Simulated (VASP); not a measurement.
# Hg2H3Br (P6/mmm) in VASP: notebook, part 2 of 2

VASP 6.6.1. Earlier steps stand in the parts before.

### 4 Single point, PBE (species swapped into the YCo3B2 type (P6/mmm, No. 191))

File INCAR:

```
SYSTEM = Hg2H3Br
  ALGO = Normal
  EDIFF = 1E-6
  ENCUT = 520
  GGA = PE
  ISIF = 2
  ISMEAR = 0
  LASPH = .True.
  LCHARG = .False.
  LREAL = .False.
  LWAVE = .False.
  NBANDS = 26
  NELM = 60
  PREC = Accurate
  SIGMA = 0.1
```

File KPOINTS:

```
k-points
0
Gamma
  3 3 6
  0 0 0
```

File POSCAR:

```
Hg2H3Br
1.0
    5.8641723800      0.0000000000      0.0000000000
   -2.9320861900      5.0785222500      0.0000000000
    0.0000000000      0.0000000000      3.5397091400
Hg H Br
2 3 1
Direct
    0.3333333300      0.6666666700      0.0000000000
    0.6666666700      0.3333333300      0.0000000000
    0.5000000000      0.0000000000      0.5000000000
    0.5000000000      0.5000000000      0.5000000000
    0.0000000000      0.5000000000      0.5000000000
    0.0000000000      0.0000000000      0.0000000000
```

Potentials or basis: VASP PAW PBE potentials, release 64 (Hg, H, Br).

Run with:

```
> cat potpaw_PBE.64/Hg/POTCAR potpaw_PBE.64/H/POTCAR potpaw_PBE.64/Br/POTCAR > POTCAR
> mpirun -np 1 vasp_std > vasp.out
```

OUTCAR:

```text
SYSTEM = Hg2H3Br
   EDIFF = 1E-6
   ENCUT = 520
   GGA = PE
   ISIF = 2
   ISMEAR = 0
   LASPH = .True.
   LREAL = .False.
   NELM = 60
   PREC = Accurate

 ion  position               nearest neighbor table
   1  0.333  0.667  0.000-   2 3.39   2 3.39   2 3.39
   2  0.667  0.333  0.000-   1 3.39   1 3.39   1 3.39
   3  0.500  0.000  0.500-
   4  0.500  0.500  0.500-
   5  0.000  0.500  0.500-
[... 542 lines left out ...]
  --------------------------------------------------------------------------------------
  -------------------------------------------------------------------------------------
  Total       -3.0143781     -3.0143781     -7.1838763      0.0000000     -0.0000000      0.0000000
  in kB      -45.8138353    -45.8138352   -109.1836893      0.0000000     -0.0000000      0.0000000
  external PRESSURE =     -66.9371200 kB  Pullay stress =       0.0000000 kB

 VOLUME and BASIS-vectors are now :
 -----------------------------------------------------------------------------
  energy-cutoff  :      520.00
  volume of cell :      105.42
      direct lattice vectors                 reciprocal lattice vectors
     5.864172380  0.000000000  0.000000000     0.170527047  0.098453837  0.000000000
    -2.932086190  5.078522250  0.000000000     0.000000000  0.196907673  0.000000000
     0.000000000  0.000000000  3.539709140     0.000000000  0.000000000  0.282509088

 POSITION                                       TOTAL-FORCE (eV/Angst)
 -----------------------------------------------------------------------------------
     -0.00000      3.38568      0.00000        -0.000000     -0.000000      0.000000
      2.93209      1.69284      0.00000         0.000000      0.000000     -0.000000
      2.93209      0.00000      1.76985        -0.000000      0.000000      0.000000
      1.46604      2.53926      1.76985        -0.000000      0.000000      0.000000
     -1.46604      2.53926      1.76985        -0.000000      0.000000      0.000000
      0.00000      0.00000      0.00000        -0.000000      0.000000      0.000000
 -----------------------------------------------------------------------------------
    total drift:                               -0.000000      0.000000     -0.000000

  FREE ENERGIE OF THE ION-ELECTRON SYSTEM (eV)
  ---------------------------------------------------
  free  energy   TOTEN  =        -7.8452603018 eV

  energy  without entropy=       -7.8218931087  energy(sigma->0) =       -7.83357671
```

OSZICAR:

```text
N       E                     dE             d eps       ncg     rms          rms(c)
DAV:   1     0.210940349386E+03    0.21094E+03   -0.15327E+04   624   0.117E+03
DAV:   2     0.937720176449E+00   -0.21000E+03   -0.19630E+03   674   0.279E+02
DAV:   3    -0.910312160149E+01   -0.10041E+02   -0.99387E+01   700   0.589E+01
DAV:   4    -0.915813276436E+01   -0.55011E-01   -0.54970E-01   706   0.428E+00
DAV:   5    -0.915835381825E+01   -0.22105E-03   -0.22103E-03   704   0.276E-01    0.662E+00
DAV:   6    -0.788983024440E+01    0.12685E+01   -0.17974E+00   802   0.146E+01    0.624E+00
DAV:   7    -0.785600689196E+01    0.33823E-01   -0.38849E-01   698   0.344E+00    0.335E+00
DAV:   8    -0.787455998916E+01   -0.18553E-01   -0.86089E-02   716   0.238E+00    0.875E-01
DAV:   9    -0.784911628591E+01    0.25444E-01   -0.11751E-02   696   0.720E-01    0.481E-01
DAV:  10    -0.784604217698E+01    0.30741E-02   -0.75884E-03   710   0.527E-01    0.288E-01
DAV:  11    -0.784547047491E+01    0.57170E-03   -0.15117E-03   660   0.203E-01    0.128E-01
DAV:  12    -0.784525882183E+01    0.21165E-03   -0.33428E-04   702   0.866E-02    0.315E-02
DAV:  13    -0.784527053306E+01   -0.11711E-04   -0.59400E-05   662   0.426E-02    0.345E-02
DAV:  14    -0.784526009773E+01    0.10435E-04   -0.13905E-05   672   0.197E-02    0.465E-03
DAV:  15    -0.784526030181E+01   -0.20408E-06   -0.15994E-06   514   0.572E-03
   1 F= -.78452603E+01 E0= -.78335767E+01  d E =-.233672E-01
```

It took 26 s on 1 thread of Intel Xeon 6975P-C (Granite Rapids), shared host; peak memory 0.25 GiB.

What came out:

* Free energy: -7.8453 eV
* Pressure: -6.7 GPa
* Band gap on the k mesh: none (metal or under the smearing width)

Stress tensor (GPa, compression positive):
```
 -4.58   0.00   0.00
  0.00  -4.58   0.00
  0.00   0.00 -10.92
```

Levels at points of the mesh, in eV from the Fermi level:
```csv
k point,band 13,band 14,band 15,band 16,band 17,band 18,band 19,band 20,band 21,band 22
"(0.00, 0.00, 0.00)",-2.04,-2.04,-1.95,-1.95,-1.45,-0.09,4.49,6.87,6.87,7.32
"(0.00, 0.00, 0.50)",-2.92,-1.78,-1.47,-1.47,0.34,0.34,0.71,3.01,3.36,3.36
```

Caveat: the k mesh is coarse (spacing up to 0.41 Å⁻¹), so the values aren't converged.

### 5 Single point, PBE (species swapped into the YCo3B2 type (P6/mmm, No. 191))

File INCAR:

```
PREC = Accurate ; ENCUT = 520
EDIFF = 1E-6 ; ISMEAR = 0
SIGMA = 0.1 ; LREAL = F
LASPH = T ; NELM = 80
ALGO = Normal ; ISIF = 2
LWAVE = F ; LCHARG = F
GGA = PE ; NBANDS = 26
```

File KPOINTS:

```
regular mesh
0
Gamma
  3 3 6
```

File POSCAR:

```
Hg2H3Br
1.0
    5.9131666181      0.0000000000      0.0000000000
   -2.9565833090      5.1209525080      0.0000000000
    0.0000000000      0.0000000000      2.9192754729
Hg H Br
2 3 1
Direct
    0.3333333333      0.6666666667      0.0000000000
    0.6666666667      0.3333333333      0.0000000000
    0.5000000000      0.0000000000      0.5000000000
    0.5000000000      0.5000000000      0.5000000000
    0.0000000000      0.5000000000      0.5000000000
    0.0000000000      0.0000000000      0.0000000000
```

Run with:

```
> cat potpaw_PBE.64/Hg/POTCAR potpaw_PBE.64/H/POTCAR potpaw_PBE.64/Br/POTCAR > POTCAR
> mpirun -np 1 vasp_std > vasp.out
```

Run time: 20 s. Hardware: 1 thread of Intel Xeon 6975P-C (Granite Rapids), shared host; peak memory 0.23 GiB.

It converged, with:

```
Free energy            : -8.7175 eV
Pressure               : 0.2 GPa
Band gap on the k mesh : none (metal or under the smearing width)
```

Stress tensor (GPa, compression positive):
```
0.13 0.00 0.00
0.00 0.13 0.00
0.00 0.00 0.22
```

Levels at points of the mesh, in eV from the Fermi level:
```tsv
k point	band 13	band 14	band 15	band 16	band 17	band 18	band 19	band 20	band 21	band 22
(0.00, 0.00, 0.00)	-3.54	-3.54	-3.04	-3.03	-3.03	1.32	5.51	5.51	6.37	8.48
(0.00, 0.00, 0.50)	-3.79	-1.85	-1.64	-1.64	0.21	0.21	1.59	1.65	3.45	3.45
```

Caveat: the k mesh is coarse (spacing up to 0.41 Å⁻¹), so the values aren't converged. Spin-orbit coupling is left out, which matters for the levels of Hg.

### 6 Relaxation of cell and atoms, PBE (species swapped into the YCo3B2 type (P6/mmm, No. 191))

File INCAR:

```
SYSTEM = Hg2H3Br
PREC = Accurate
ENCUT = 600
EDIFF = 1E-6
ISMEAR = 0
SIGMA = 0.1
LREAL = .False.
LASPH = .True.
NELM = 60
ALGO = Fast
ISIF = 3
LWAVE = .False.
LCHARG = .False.
GGA = PE
IBRION = 2
NSW = 90
EDIFFG = -0.04
```

File KPOINTS:

```
Automatic mesh
0
Gamma
  3 3 6
  0 0 0
```

File POSCAR:

```
Hg2H3Br
1.0
    5.8641723800      0.0000000000      0.0000000000
   -2.9320861900      5.0785222500      0.0000000000
    0.0000000000      0.0000000000      3.5397091400
Hg H Br
2 3 1
Direct
    0.3333333300      0.6666666700      0.0000000000
    0.6666666700      0.3333333300      0.0000000000
    0.5000000000      0.0000000000      0.5000000000
    0.5000000000      0.5000000000      0.5000000000
    0.0000000000      0.5000000000      0.5000000000
    0.0000000000      0.0000000000      0.0000000000
```

Potentials or basis: VASP PAW PBE potentials, release 64 (Hg, H, Br).

Run with:

```
> cat potpaw_PBE.64/Hg/POTCAR potpaw_PBE.64/H/POTCAR potpaw_PBE.64/Br/POTCAR > POTCAR
> mpirun -np 1 vasp_std > vasp.out
```

OUTCAR:

```text
SYSTEM = Hg2H3Br
   PREC = Accurate
   ENCUT = 600
   EDIFF = 1E-6
   ISMEAR = 0
   LREAL = .False.
   LASPH = .True.
   NELM = 60
   ISIF = 3
   GGA = PE
   IBRION = 2
   NSW = 90
   EDIFFG = -0.04

 ion  position               nearest neighbor table
   1  0.333  0.667  0.000-   2 3.39   2 3.39   2 3.39
   2  0.667  0.333  0.000-   1 3.39   1 3.39   1 3.39
   3  0.500  0.000  0.500-
   4  0.500  0.500  0.500-
   5  0.000  0.500  0.500-
   6  0.000  0.000  0.000-

  LATTYP: Found a hexagonal cell.
 ALAT       =     5.8641723800
 C/A-ratio  =     0.6036161475

  Lattice vectors:

 A1 = (   5.8641723800,   0.0000000000,   0.0000000000)
 A2 = (  -2.9320861900,   5.0785222500,   0.0000000000)
 A3 = (   0.0000000000,   0.0000000000,   3.5397091400)

[... 296 lines left out ...]

 E-fermi :   2.1505     XC(G=0): -10.0519

 val. band max:        1.6886398081   @ k =   0.3333   0.0000   0.0000
 cond. band min:       2.2490905095   @ k =   0.3333   0.0000   0.1667
 fundamental gap:      0.5604507014
 Fermi energy:         2.1504852637

 k-point     1 :       0.0000    0.0000    0.0000
  band No.  band energies     occupation
      1     -12.9115      2.00000
      2      -7.3706      2.00000
      3      -6.3355      2.00000
      4      -5.5067      2.00000
      5      -5.4845      2.00000
      6      -5.4845      2.00000
[... 356 lines left out ...]
--------------------------------------- Ionic step       12  -------------------------------------------

 number of electron      33.9999994 magnetization

 Free energy of the ion-electron system (eV)
  ---------------------------------------------------
  ext. energy  EPLUGINS =         0.00000000
  ---------------------------------------------------
  free energy    TOTEN  =        -8.71917782 eV

  energy without entropy =       -8.71421865  energy(sigma->0) =       -8.71669823

 E-fermi :   2.0354     XC(G=0):  -9.9928

 val. band max:        1.5845526048   @ k =   0.3333   0.0000   0.0000
 cond. band min:       2.1345444792   @ k =   0.3333   0.0000   0.1667
 fundamental gap:      0.5499918744
 Fermi energy:         2.0354090441

 k-point     1 :       0.0000    0.0000    0.0000
  band No.  band energies     occupation
      1     -12.9607      2.00000
      2      -7.3804      2.00000
      3      -6.3685      2.00000
      4      -5.5544      2.00000
      5      -5.5350      2.00000
      6      -5.5350      2.00000
[... 310 lines left out ...]
  FREE ENERGIE OF THE ION-ELECTRON SYSTEM (eV)
  ---------------------------------------------------
  free  energy   TOTEN  =        -8.7191778186 eV

  energy  without entropy=       -8.7142186464  energy(sigma->0) =       -8.71669823

 reached required accuracy - stopping structural energy minimisation
```

OSZICAR:

```text
N       E                     dE             d eps       ncg     rms          rms(c)
DAV:   1     0.239967235036E+03    0.23997E+03   -0.17164E+04   504   0.162E+03
DAV:   2     0.546868828937E+01   -0.23450E+03   -0.22341E+03   544   0.344E+02
DAV:   3    -0.888870951997E+01   -0.14357E+02   -0.13509E+02   567   0.770E+01
[... 132 lines left out ...]
RMM:   3    -0.871939251765E+01    0.14001E-02   -0.57085E-03   504   0.465E-01    0.308E-01
RMM:   4    -0.871919259845E+01    0.19992E-03   -0.53077E-04   504   0.163E-01    0.571E-02
RMM:   5    -0.871917805438E+01    0.14544E-04   -0.25473E-04   505   0.120E-01    0.329E-02
RMM:   6    -0.871917823540E+01   -0.18102E-06   -0.37910E-05   503   0.597E-02    0.127E-02
RMM:   7    -0.871917781862E+01    0.41677E-06   -0.36537E-06   318   0.103E-02
  12 F= -.87191778E+01 E0= -.87166982E+01  d E =-.257297E-02
```

Wall time 2.5 min (1 thread of Intel Xeon 6975P-C (Granite Rapids), shared host); peak memory 0.27 GiB.

Results:

```
Free energy                            : -8.7192 eV
Relaxed volume                         : 14.78 Å³/atom
Relaxed cell                           : a = 5.915 Å, b = 5.915 Å, c = 2.927 Å, α = 90.00°, β = 90.00°, γ = 120.00°
Space group after relaxing (to 0.05 Å) : P6/mmm (No. 191)
Energy gained by relaxing              : 145.6 meV/atom
Ionic steps                            : 12
Pressure after relaxing                : 0.0 GPa
Band gap on the k mesh                 : none (metal or under the smearing width)
```

The path:
```
step  energy change (eV)  largest force (eV/Å)  pressure (GPa)  volume (Å³)
   1              0.0000                0.0000           -6.63       105.42
   2             -0.4624                0.0000           -3.90        94.66
   3             -0.6280                0.0000            0.02        87.07
   4             -0.6334                0.0000            1.29        85.35
   5             -0.6335                0.0000            1.01        85.72
   6             -0.6839                0.0000            0.91        86.21
   7             -0.8632                0.0000            0.54        87.39
   8             -0.5523                0.0000            5.61        88.47
   9             -0.8691                0.0000            0.90        87.68
  10             -0.8713                0.0000            0.75        87.59
  11             -0.8728                0.0000           -0.39        89.37
  12             -0.8738                0.0000            0.00        88.68
```

Final structure:
```cif
data_structure
_symmetry_space_group_name_H-M 'P 1'
_symmetry_Int_Tables_number 1
_cell_length_a 5.9149
_cell_length_b 5.9149
_cell_length_c 2.9268
_cell_angle_alpha 90.000
_cell_angle_beta 90.000
_cell_angle_gamma 120.000
_cell_volume 88.68
loop_
_atom_site_label
_atom_site_type_symbol
_atom_site_fract_x
_atom_site_fract_y
_atom_site_fract_z
_atom_site_occupancy
Hg1 Hg 0.33333 0.66667 0.00000 1
Hg2 Hg 0.66667 0.33333 0.00000 1
H1 H 0.50000 0.00000 0.50000 1
H2 H 0.50000 0.50000 0.50000 1
H3 H 0.00000 0.50000 0.50000 1
Br1 Br 0.00000 0.00000 0.00000 1
```

Caveat: the k mesh is coarse (spacing up to 0.41 Å⁻¹), so the values aren't converged; the volume moved by over 15 % at a fixed basis, so the end points are rough.

### 7 Overview

```tsv
task	cell	k mesh	cutoff (eV)	mesh quality	gap on the mesh (eV)	pressure (GPa)	relaxed volume (Å³/atom)
single point	species swapped into the YCo3B2 type (P6/mmm, No. 191)	6 × 6 × 12	520	not flagged	none	0.2	-
relaxation of cell and atoms	relaxed from: species swapped into the YCo3B2 type (P6/mmm, No. 191)	6 × 6 × 12	600	not flagged	none	0.0	15.16
single point	species swapped into the YCo3B2 type (P6/mmm, No. 191)	3 × 3 × 6	520	coarse	none	0.2	-
relaxation of cell and atoms	relaxed from: species swapped into the YCo3B2 type (P6/mmm, No. 191)	3 × 3 × 6	600	coarse	none	0.0	14.78
```

Alike in all rows: level PBE; potentials or basis VASP PAW PBE potentials, release 64 (Hg, H, Br); no spin polarisation; smearing gaussian 0.1 eV.

Caveats: some runs use coarse meshes; the volume moved by over 15 % at a fixed basis, so the end points are rough (some runs).

Absolute energies hang on the potentials; compare differences alone.
